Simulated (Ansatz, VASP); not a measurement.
**Ru: VASP beside Ansatz**

Wanted: the spread between two codes on one cell, functional and k mesh. The cell is taken from a series of runs on this material, whose earlier steps may have relaxed, scaled, displaced or heated it; both programs get it as it stands.

Main program and level: Ansatz 0.2.0; plane waves, with VASP 6.6.1 beside it; relaxation of cell and atoms at PBE.

### Step 1. Starting point

It takes space group P6_3/mmc (No. 194, hexagonal). The conventional cell has a = 2.720 Å, b = 2.720 Å, c = 4.290 Å, α = 90.00°, β = 90.00°, γ = 120.00°. Nearest to Ru lie 12 Ru at 2.66 to 2.72 Å.

Structure file:

```cif
data_structure
_symmetry_space_group_name_H-M 'P6_3/mmc'
_symmetry_Int_Tables_number 194
_cell_length_a 2.7200
_cell_length_b 2.7200
_cell_length_c 4.2900
_cell_angle_alpha 90.000
_cell_angle_beta 90.000
_cell_angle_gamma 120.000
_cell_volume 27.49
loop_
_atom_site_label
_atom_site_type_symbol
_atom_site_symmetry_multiplicity
_atom_site_Wyckoff_symbol
_atom_site_fract_x
_atom_site_fract_y
_atom_site_fract_z
_atom_site_occupancy
Ru1 Ru 2 c 0.33333 0.66667 0.25000 1
```

### Step 2. VASP: relaxation of cell and atoms, PBE

The relaxed volume is the usual yardstick between codes: in a stiff, nearly cubic crystal its relative difference is about their pressure difference at one cell divided by the bulk modulus.

Lines of VASP's logs that name or quote its potential files are left out, and so is its time.

INCAR reads:

```
SYSTEM = Ru
PREC = Accurate
ENCUT = 500
EDIFF = 1E-07
NELM = 120
ISMEAR = 1
SIGMA = 0.15
LREAL = .FALSE.
ALGO = Normal
GGA = PE
NBANDS = 20
LASPH = .TRUE.
LORBIT = 11
LWAVE = .FALSE.
LCHARG = .FALSE.
ISIF = 3
IBRION = 2
NSW = 80
EDIFFG = -0.005
GGA_COMPAT = .FALSE.
NELMIN = 4
```

POSCAR reads:

```
Ru
1.0
    2.7200000000      0.0000000000      0.0000000000
   -1.3600000000      2.3555890000      0.0000000000
    0.0000000000      0.0000000000      4.2900000000
Ru
2
Direct
    0.3333334041      0.6666668082      0.2500000000
    0.6666665959      0.3333331918      0.7500000000
```

KPOINTS reads:

```
Automatic mesh
0
Gamma
21 21 12
0 0 0
```

PAW data sets: Ru_pv (PBE family, release 64).

Launch:

```
$ mpirun -np 1 vasp_std
```

Numbers of over 12 decimals in the logs are rounded to 6 here.

The program printed:

```text
[banner, memory and clock lines left out]
running    1 mpi-ranks, on    1 nodes
 distrk:  each k-point on    1 cores,    1 groups
 distr:  one band on    1 cores,    1 groups

 POSCAR found type information on POSCAR Ru
 POSCAR found :  1 types and       2 ions
 LDA part: xc-table for (Slater+PW92), standard interpolation
 POSCAR, INCAR and KPOINTS ok, starting setup
 FFT: planning ... GRIDC
 FFT: planning ... GRID_SOFT
 FFT: planning ... GRID
 WAVECAR not read
 entering main loop
       N       E                     dE             d eps       ncg     rms          rms(c)
DAV:   1     0.281629616463E+03    0.28163E+03   -0.17407E+04 13464   0.151E+03
DAV:   2    -0.139694015639E+02   -0.29560E+03   -0.28729E+03 13836   0.453E+02
DAV:   3    -0.197800872959E+02   -0.58107E+01   -0.57612E+01 15340   0.708E+01
DAV:   4    -0.198260839531E+02   -0.45997E-01   -0.45958E-01 17504   0.593E+00
DAV:   5    -0.198267247680E+02   -0.64081E-03   -0.63912E-03 15080   0.604E-01    0.172E+01
DAV:   6    -0.185498946979E+02    0.12768E+01   -0.30192E+00 15224   0.175E+01    0.449E+00
DAV:   7    -0.184739296606E+02    0.75965E-01   -0.37545E-01 15592   0.481E+00    0.106E+00
DAV:   8    -0.184675055968E+02    0.64241E-02   -0.22208E-02 15024   0.103E+00    0.248E-01
DAV:   9    -0.184672247455E+02    0.28085E-03   -0.13158E-03 15512   0.393E-01    0.323E-02
DAV:  10    -0.184672291117E+02   -0.43663E-05   -0.96161E-05 14908   0.102E-01    0.266E-02
DAV:  11    -0.184672248199E+02    0.42918E-05   -0.13859E-05 15452   0.353E-02    0.129E-03
DAV:  12    -0.184672247830E+02    0.36913E-07   -0.11633E-07 11112   0.326E-03
   1 F= -.18467225E+02 E0= -.18466891E+02  d E =-.184672E+02
 curvature:   0.00 expect dE= 0.000E+00 dE for cont linesearch  0.000E+00
 trial: gam= 0.00000 g(F)=  0.734E-41 g(S)=  0.400E-03 ort = 0.000E+00 (trialstep = 0.100E+01)
 search vector abs. value=  0.400E-03
 bond charge predicted
       N       E                     dE             d eps       ncg     rms          rms(c)
DAV:   1    -0.184798086234E+02   -0.12584E-01   -0.27578E-01 14132   0.586E+00    0.911E-01
DAV:   2    -0.184670236048E+02    0.12785E-01   -0.37121E-02 13912   0.186E+00    0.156E-01
DAV:   3    -0.184667496146E+02    0.27399E-03   -0.19629E-03 14676   0.384E-01    0.847E-02
DAV:   4    -0.184668407577E+02   -0.91143E-04   -0.13595E-04 15140   0.107E-01    0.135E-02
DAV:   5    -0.184668413380E+02   -0.58028E-06   -0.94816E-06 15324   0.295E-02    0.584E-03
DAV:   6    -0.184668420135E+02   -0.67549E-06   -0.60161E-07 15020   0.694E-03    0.122E-03
DAV:   7    -0.184668421377E+02   -0.12422E-06   -0.20366E-08  8872   0.147E-03    0.213E-04
DAV:   8    -0.184668421571E+02   -0.19418E-07   -0.12578E-09  8640   0.343E-04
   2 F= -.18466842E+02 E0= -.18466508E+02  d E =0.382626E-03
 trial-energy change:    0.000383  1 .order    0.000375   -0.000400    0.001150
 step:   0.2525(harm=  0.2580)  dis= 0.00000  next Energy=   -18.467275 (dE=-0.504E-04)
 bond charge predicted
       N       E                     dE             d eps       ncg     rms          rms(c)
DAV:   1    -0.184744867317E+02   -0.76446E-02   -0.15383E-01 14096   0.436E+00    0.704E-01
DAV:   2    -0.184673387097E+02    0.71480E-02   -0.20864E-02 13824   0.140E+00    0.114E-01
DAV:   3    -0.184671942377E+02    0.14447E-03   -0.10852E-03 14604   0.287E-01    0.678E-02
DAV:   4    -0.184672744005E+02   -0.80163E-04   -0.70128E-05 15112   0.755E-02    0.912E-03
DAV:   5    -0.184672755585E+02   -0.11580E-05   -0.57020E-06 15612   0.220E-02    0.394E-03
DAV:   6    -0.184672745254E+02    0.10331E-05   -0.51270E-07 14712   0.633E-03    0.937E-04
DAV:   7    -0.184672743258E+02    0.19962E-06   -0.25639E-08  8908   0.133E-03    0.168E-04
DAV:   8    -0.184672743287E+02   -0.28640E-08   -0.12904E-09  8480   0.317E-04
   3 F= -.18467274E+02 E0= -.18466940E+02  d E =-.495457E-04
 curvature:  -0.13 expect dE=-0.127E-06 dE for cont linesearch -0.110E-07
 trial: gam=-0.01215 g(F)=  0.117E-40 g(S)=  0.986E-06 ort = 0.585E-05 (trialstep = 0.850E+00)
 search vector abs. value=  0.903E-06
 reached required accuracy - stopping structural energy minimisation
```

From OUTCAR (step 2):

```text
ion  position               nearest neighbor table
   1  0.333  0.667  0.250-   2 2.66   2 2.66   2 2.66   2 2.66   2 2.66   2 2.66
   2  0.667  0.333  0.750-   1 2.66   1 2.66   1 2.66   1 2.66   1 2.66   1 2.66

  LATTYP: Found a hexagonal cell.
 ALAT       =     2.7200000000
 C/A-ratio  =     1.5772058824

 Subroutine GETGRP returns: Found 24 space group operations
 (whereof 12 operations were pure point group operations)

The static configuration has the point symmetry D_3d.
 The point group associated with its full space group is D_6h.

 Found    336 irreducible k-points:

   k-points           NKPTS =    336   k-points in BZ     NKDIM =    336   number of bands    NBANDS=     20

   dimension x,y,z NGX =    20 NGY =   20 NGZ =   32
   dimension x,y,z NGXF=    40 NGYF=   40 NGZF=   64

   ENCUT  =  500.0 eV  36.75 Ry    6.06 a.u.   4.96  4.96  7.82*2*pi/ulx,y,z

   NELECT =      28.0000    total number of electrons

 k-points in reciprocal lattice and weights: Automatic mesh
   0.00000000  0.00000000  0.00000000       0.000
   0.04761905  0.00000000  0.00000000       0.001
   0.09523810 -0.00000000  0.00000000       0.001
   0.14285714  0.00000000  0.00000000       0.001
   0.19047619 -0.00000000  0.00000000       0.001
   0.23809524  0.00000000  0.00000000       0.001
   0.28571429  0.00000000  0.00000000       0.001
   0.33333333  0.00000000  0.00000000       0.001
   0.38095238 -0.00000000  0.00000000       0.001
[...]
0.33333333  0.28571429  0.50000000       0.002
   0.33333333  0.33333333  0.50000000       0.000

 average (electrostatic) potential at core
       1 -67.4438       2 -67.4438

 E-fermi :  12.6050

 k-point     1 :       0.0000    0.0000    0.0000
  band No.  band energies     occupation
    ...
     11      10.2523      2.00000
     12      10.7236      2.00000
     13      10.7236      2.00000
     14      11.2076      2.00000
     15      11.2076      2.00000
     16      13.7503     -0.00000
     17      13.7504     -0.00000
     18      13.9094     -0.00000
     19      22.7748      0.00000
     20      23.0297      0.00000

 k-point     2 :       0.0476    0.0000    0.0000
  band No.  band energies     occupation
    ...
     11      10.4197      2.00000
     12      10.6866      2.00000
     13      10.7850      2.00000
     14      11.1299      2.00000
     15      11.1559      2.00000
     16      12.8758     -0.02845
     17      13.7830     -0.00000
     18      14.8938     -0.00000
     19      22.7634      0.00000
     20      23.0319      0.00000

 k-point     3 :       0.0952   -0.0000    0.0000
  band No.  band energies     occupation
    ...
     12      10.6957      2.00000
     13      10.8535      2.00000
     14      10.9668      2.00000
     15      11.0139      2.00000
     16      12.1227      2.00005
     17      13.8694     -0.00000
     18      16.0226      0.00000
     19      22.7272      0.00000
     20      23.0354      0.00000

  Total       -0.0019981     -0.0019981      0.0057343      0.0000000     -0.0000000      0.0000000
  in kB       -0.1163124     -0.1163124      0.3337983      0.0000000     -0.0000000      0.0000000
  external PRESSURE =       0.0337245 kB  Pullay stress =       0.0000000 kB

  energy-cutoff  :      500.00
  volume of cell :       27.52
      direct lattice vectors                 reciprocal lattice vectors
     2.721096528 -0.000000000  0.000000000     0.367498907  0.212175602 -0.000000000
    -1.360548264  2.356538621 -0.000000000     0.000000000  0.424351203 -0.000000000
     0.000000000  0.000000000  4.292309546     0.000000000  0.000000000  0.232974810

 POSITION                                       TOTAL-FORCE (eV/Angst)
 -----------------------------------------------------------------------------------
      0.00000      1.57103      1.07308        -0.000000      0.000000     -0.000000
      1.36055      0.78551      3.21923         0.000000     -0.000000      0.000000
 -----------------------------------------------------------------------------------
    total drift:                                0.000003     -0.000111      0.000000

  FREE ENERGIE OF THE ION-ELECTRON SYSTEM (eV)
  ---------------------------------------------------
  free  energy   TOTEN  =       -18.4672743287 eV

  energy  without entropy=      -18.4662715037  energy(sigma->0) =      -18.46694005

 reached required accuracy - stopping structural energy minimisation

 total charge
# of ion       s       p       d       tot
------------------------------------------
    1        0.401   6.304   5.937  12.642
    2        0.401   6.304   5.937  12.642
--------------------------------------------------
tot          0.801  12.609  11.874  25.284

[... 3 further parts left out ...]
```

CONTCAR:

```
Ru
   1.00000000000000
     2.7210965283285735   -0.0000000000000000    0.0000000000000000
    -1.3605482641642868    2.3565386212696371   -0.0000000000000000
     0.0000000000000000    0.0000000000000000    4.2923095457652050
  Ru
     2
Direct
     0.3333334041000029    0.6666668081999987    0.2500000000000000
     0.6666665958999971    0.3333331918000013    0.7500000000000000
```

### Step 3. Ansatz: relaxation of cell and atoms, PBE

Ansatz runs on its PAW soft_1 files.

The same cell, functional, mesh and smearing now go to Ansatz, which takes its cutoff from its data sets.

input.yaml reads:

```yaml
crystal:
  lattice:
    - [2.72, 0.0, 0.0]
    - [-1.36, 2.3555890983, 0.0]
    - [0.0, 0.0, 4.29]
  atoms:
    - { symbol: Ru, position: [0.3333333333, 0.6666666667, 0.25] }
    - { symbol: Ru, position: [0.6666666667, 0.3333333333, 0.75] }
kpoints:
  mp_grid: { grid: [21, 21, 12] }
hamiltonian:
  xc: pbe
  pseudopotentials: { kind: paw, azcp: { folder: soft_1 } }
scf:
  occupations: { method: methfessel_paxton, width: 0.15 }
output:
  forces: true
  stress: true
  eigenvalues: true
relax:
  adjacent_minimum: "off"
  f_tol: 0.002
  max_steps: 60
  cell: { stress_tol: 0.02 }
```

Launch:

```
$ ansatz run input.yaml --threads 8 --pin off --max-ram 20480MiB --backend cpu --events-out ev --progress --plain --runs-dir out
```

The program printed:

```text
The last accepted step is kept in <dir> (removed where the run ends without a failure and the disk answers)
Engine: ansatz 0.2.0, aarch64-unknown-linux-gnu
Pseudopotentials: kind: paw
Pseudopotential: Ru, paw, valence charge 16, recommended cutoff 420 eV (normal), soft_1/Ru.paw.azcp
Functional definition: PBE
  parameter kappa = 0.804
  parameter beta = 0.066725
  exchange = pbe_x(kappa = kappa, mu = beta*pi^2/3)
  correlation = pbe_c(beta = beta)
Crystal: 2 atoms, lattice volume = 27.487 Å³
Basis set: ecut = 420 eV, 537 PW (Γ), exchange–correlation on 40×40×60 points (8 copies of the dense FFT grid, shifted against one another)
Bands: 20, of which v1, the nominal top of the filled ones, is band 16 counted from 1 (15 counted from 0)
Symmetry: 24 space group operations
Space group: P63/mmc (ITA 194), of the structure as read, at distance tolerance 3.0e-5 Å
k-points: 336 of 5292
Non-local potential: Ru, projectors of the file, l = 0: 3, l = 1: 2, l = 2: 2, l = 3: 1
PAW form: soft (Blöchl's): semilocal exchange-correlation on the pseudo side does not see the compensation charge
PAW one-centre angular grid: Ru, 590 points (default); XC on 64 Gauss nodes
Initial density: superposition of atomic densities (chi_scale 0.1, normalization cell)
Initial wavefunctions: pseudopotential atomic-orbital guess
Functional: x = pbe(κ = 0.804, μ = 0.219515), c = pbe(β = 0.066725)
SCF iter   1: F=—  HF=-11758.726230 eV  |F-HF|=—  |Δ(HF+E_count)|=         —  Δρ=1.22e-1  dr2=3.96e0  ethr=3.10e-3  ⟨swp⟩=4.9  Hψ=25894  notcnv=0
preconditioner: auto → none  [metal: Δε(μ)=0.001 eV  Ē_g=6.075 eV  σ=0.150 eV  W_gap=0.00  n_scr=8 (ndim 8)  ℏωp=28.3 eV  f_vac=0.000  D(μ)=1.68/eV (n_scr^D=22)  sad-step TF]
SCF iter   2: F=—  HF=-11757.810656 eV  |F-HF|=—  |Δ(HF+E_count)|=   9.16e-1  S|Δr|=    0.00e0  Δρ=6.59e-2  dr2=1.15e0  ethr=3.10e-3  ⟨swp⟩=2.4  Hψ=13814  notcnv=0  defer=45
SCF iter   3: F=—  HF=-11757.464762 eV  |F-HF|=—  |Δ(HF+E_count)|=   3.46e-1  S|Δr|=    0.00e0  Δρ=4.21e-3  dr2=2.16e-3  ethr=3.10e-3  ⟨swp⟩=2.0  Hψ=10617  notcnv=0  defer=45
SCF iter   4: F=—  HF=-11757.466051 eV  |F-HF|=—  |Δ(HF+E_count)|=   1.29e-3  S|Δr|=    0.00e0  Δρ=3.65e-4  dr2=8.57e-6  ethr=6.76e-6  ⟨swp⟩=2.6  Hψ=14767  notcnv=0  defer=35
SCF iter   5: F=—  HF=-11757.466041 eV  |F-HF|=—  |Δ(HF+E_count)|=   1.07e-5  S|Δr|=    0.00e0  Δρ=1.60e-4  dr2=4.69e-6  ethr=2.68e-8  ⟨swp⟩=2.0  Hψ=12116  notcnv=0  defer=35
SCF iter   6: F=—  HF=-11757.466039 eV  |F-HF|=—  |Δ(HF+E_count)|=   1.52e-6  S|Δr|=    0.00e0  Δρ=2.80e-5  dr2=1.19e-7  ethr=1.47e-8  ⟨swp⟩=3.0  Hψ=12154  notcnv=0  defer=35
SCF iter   7: F=-11757.466039 eV  HF=-11757.466039 eV  |F-HF|=1.20e-10  |Δ(HF+E_count)|=   4.50e-8  S|Δr|=    0.00e0  Δρ=3.02e-6  dr2=1.23e-9  ethr=3.13e-10  ⟨swp⟩=4.7  Hψ=22745  notcnv=0
SCF 1 converged in 7 iterations: F = -11757.466039 eV  dr2 = 1.23e-9
  greatest PAW one-centre occupation: 1.000 electrons in one spin orbital (limit 2), on the Ru atom at site 1 (counted from 0), in its partial waves of l = 0
relax step   1: F+E_penalty+E_count = -11757.46603911 eV  Δ(F+E_penalty+E_count) = +0.000e0 eV  max|allowed force component| = 6.476e-17 eV/Å  Δτ_max = 0.0000 Å  P = +0.463 GPa  Ω = 27.487 Å³  (7 SCF iters, dr2 threshold 1.00e-7 eV, accepted)
[...]
relax step   2: F+E_penalty+E_count = -11757.46590399 eV  Δ(F+E_penalty+E_count) = +1.351e-4 eV  max|allowed force component| = 1.156e-17 eV/Å  Δτ_max = 0.0000 Å  P = -0.510 GPa  Ω = 27.572 Å³  energy of the carried Pulay correction = -1.233e-4 eV  (3 SCF iters, dr2 threshold 2.00e-7 eV, rejected (line search))
[...]
relax step   3: F+E_penalty+E_count = -11757.46604416 eV  Δ(F+E_penalty+E_count) = -5.049e-6 eV  max|allowed force component| = 1.122e-16 eV/Å  Δτ_max = 0.0000 Å  P = +0.033 GPa  Ω = 27.524 Å³  energy of the carried Pulay correction = -5.407e-5 eV  (5 SCF iters, accepted)
[...]
relax step   4: F+E_penalty+E_count = -11757.46604040 eV  Δ(F+E_penalty+E_count) = +3.757e-6 eV  max|allowed force component| = 3.932e-17 eV/Å  Δτ_max = 0.0000 Å  P = -0.000 GPa  Ω = 27.527 Å³  energy of the carried Pulay correction = -5.815e-5 eV  (2 SCF iters, dr2 threshold 4.93e-9 eV, accepted)
[...]
relax step   5: F+E_penalty+E_count = -11757.46609273 eV  Δ(F+E_penalty+E_count) = -5.233e-5 eV  max|allowed force component| = 3.701e-17 eV/Å  Δτ_max = 0.0000 Å  P = +0.001 GPa  Ω = 27.527 Å³  stress off target by 2.25e-3 GPa  SCF on the basis re-selected at this cell (its energy is not comparable with the rows above)  (4 SCF iters)
basis re-selected at this cell: Δ(F+E_penalty+E_count) = -5.233e-5 eV, ΔP = +0.001 GPa vs the last step (what re-selecting the basis moved, of the pressure what is left beyond the Pulay correction that the steps carried, after the strain that the cell walked since its last selection, with what the two solves' SCF thresholds leave and, on support functions, any second-order correction that the steps lacked; it is no m [...]
SCF converged after 4 iterations
Stability not checked: this state was not tested for a lower state beside it, because cold or Methfessel-Paxton smearing, or corrected tetrahedra, fill the levels in a way that the test cannot read (fill_not_monotonic; see scf.lower_state_search)
Free energy (F): -11757.466093 eV
Harris-Foulkes:  -11757.466093 eV  (|F-HF|=0.00e0)
Internal energy: -11757.465101 eV  (E = F + TS)
E sigma→0 (E₀):  -11757.465845 eV
Entropy (-TS):   -0.000992 eV (-0.496 meV/atom)
Fermi energy:    22.945617 eV
--- Per-component energies (eV) ---
  E_band       = -123.671630
  E_kinetic    = 919.559202
  E_local      = -2568.166190  (includes V_loc(G=0)·N_el)
  E_nonlocal   = 824.830784
  E_hartree    = 850.887602
  E_xc         = -339.894239
  E_vxc        = -429.823875  (∫ρ·V_xc dr)
  E_paw        = -7002.863414  (= ΣΔE_a)
  E_vpaw       = -571.848057  (= ΣTr[D̂ρ^β])
  E_aug_tail   = 0.001258  (compensation charges beyond the density's cutoff)
  E_ewald      = -4441.820104
  E_smearing   = -0.000992  (= −TS)
  E_closure    = -0.000000  (closes the sum)
  Σ components = -11757.466093   (vs F -11757.466093, Δ=0.00e0)
--- Forces (eV/Å), atoms counted from 1 ---
  atom   1  Ru    -0.00000000    -0.00000000    -0.00000000
  atom   2  Ru     0.00000000     0.00000000     0.00000000
  max |Σ_I F_I| component: 9.25e-18 eV/Å
--- Stress (GPa, compression-positive) ---
        0.001040       0.000000      -0.000000
        0.000000       0.001040       0.000000
       -0.000000       0.000000       0.002251
  P = ⅓ Tr σ = 0.0014 GPa (0.014 kbar)
--- Band table (eV; the first three rows and the last of 336) ---
  k-point 0: bands = [... 12 lower, 20.5891, 21.0609, 21.0609, 21.5469, 21.5469, 24.0934, 24.0934, 24.2429]
  k-point 1: bands = [... 12 lower, 20.5500, 21.0140, 21.0140, 21.6591, 21.6591, 23.9745, 24.0991, 24.0991]
  k-point 2: bands = [... 12 lower, 20.4417, 20.8869, 20.8869, 21.9401, 21.9401, 23.2874, 24.1009, 24.1009]
  k-point 335: bands = [... 12 lower, 20.2641, 20.2641, 21.7783, 21.7783, 24.1300, 24.1300, 31.2395, 31.2395]
--- Relaxed structure (4 steps of the walk, 3 accepted, 1 SCFs on fresh bases) ---
  F+E_penalty+E_count = -11757.46609273 eV   max|allowed force component| = 3.701e-17 eV/Å   (the final SCF, on the basis selected at the relaxed cell)
  cell:  # Å, volume = 27.5271 Å³
    - [2.721134, 0.0, 0]
    - [-1.360567, 2.356571, 0]
    - [0, 0, 4.292687]
  atoms:
    - { symbol: Ru, position: [0.333333, 0.666667, 0.25] }
    - { symbol: Ru, position: [0.666667, 0.333333, 0.750000] }
```

The column dr2 measures how far the density is from self-consistency, as an energy; F and HF (Harris–Foulkes) agree once it is small.

### Step 4. Side by side

Known differences besides the potentials themselves: the data sets hold 32 valence electrons in Ansatz (on its PAW soft_1 files) and 28 in VASP; the cutoff is 420 eV in Ansatz and 500 eV in VASP; Ansatz adds a Pulay correction to the stress that steers its cell, VASP none. Total energies have different zeros and are not compared.

Compared:

```csv
quantity,Ansatz,VASP,difference
volume (Å³),27.53,27.52,+0.01 %
"edge a after relaxation, in the typed setting (Å)",2.721,2.721,+0.00 %
"edge c after relaxation, in the typed setting (Å)",4.293,4.292,+0.01 %
```

### Step 5. Outcome

```yaml
difference_in_volume_relaxation_of_cell_and_atoms_pbe: 0.012 %
```

In words: The difference in volume is 0.012 % (relaxation of cell and atoms, PBE), within the 1.2 % picked in this series as the mark of a large difference, as far as the stopping tolerances let one tell. The data sets hold unlike numbers of valence electrons (32 in Ansatz and 28 in VASP), so part of the differences comes from the potentials. How closely two codes agree says nothing of how well the functional describes the real material.

[Lines on the potential files, build, host, timing and source positions are cut from VASP's logs without a mark.]

[Logs are printed without paths, hosts, clocks, repeated set-up lines and the standing remarks that a program may print on its own settings, such as how far it seeks lower states.]

[Hosts, paths, dates, database ids (printed as entryN), source tags and the programs' standing remarks are cut or masked in the printed files.]
